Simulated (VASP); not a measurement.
The system is Al2GaP3.

```xyz
6
Lattice="-1.9300 1.9300 8.1900 1.9300 -1.9300 8.1900 1.9300 1.9300 -8.1900" Properties=species:S:1:pos:R:3 pbc="T T T"
Al    0.0000    0.0000    5.4595
Al    0.0000    0.0000   10.9205
Ga    0.0000    0.0000    0.0000
P     0.0000    1.9300    6.8255
P     0.0000    1.9300    1.3645
P     1.9300    0.0000    4.0950
```

The cell was built by a generator and needn't be a form met in nature.

```yaml
Program: VASP 6.6.1
Task: relaxation of cell and atoms
Functional: PBE
Potentials_or_basis: VASP PAW PBE potentials, release 64 (Al, Ga_d, P)
Cutoff: 520 eV
k_mesh: 5 × 5 × 5
Occupations: gaussian, width 0.15 eV
Spin: no spin polarisation
```

At the start: pressure 2.1 GPa; volume 20.34 Å³/atom.

Task: Where does the relaxation end?

Result: Over 3 steps the energy falls by 3.8 meV/atom and the volume is 20.89 Å³/atom (+2.7 %); space group I-4m2 (No. 119, to 0.05 Å).

Step by step:
| step | energy change (eV) | largest force (eV/Å) | pressure (GPa) | volume (Å³) |
| --- | --- | --- | --- | --- |
| 1 | 0.0000 | 0.0942 | 2.13 | 122.03 |
| 2 | -0.0177 | 0.0330 | -1.36 | 126.87 |
| 3 | -0.0226 | 0.0452 | -0.16 | 125.32 |

Final structure:
```xyz
6
Lattice="-1.9482 1.9482 8.2547 1.9482 -1.9482 8.2547 1.9482 1.9482 -8.2547" Properties=species:S:1:pos:R:3 pbc="T T T"
Al    0.0000    0.0000    5.5042
Al    0.0000    0.0000   11.0051
Ga    0.0000    0.0000    0.0000
P     0.0000    1.9482    6.8763
P     0.0000    1.9482    1.3784
P     1.9482    0.0000    4.1273
```

Caveat: the k mesh is coarse (spacing up to 0.46 Å⁻¹), so the values aren't converged; an odd mesh through Γ misses points on the zone boundary, where band edges often lie.
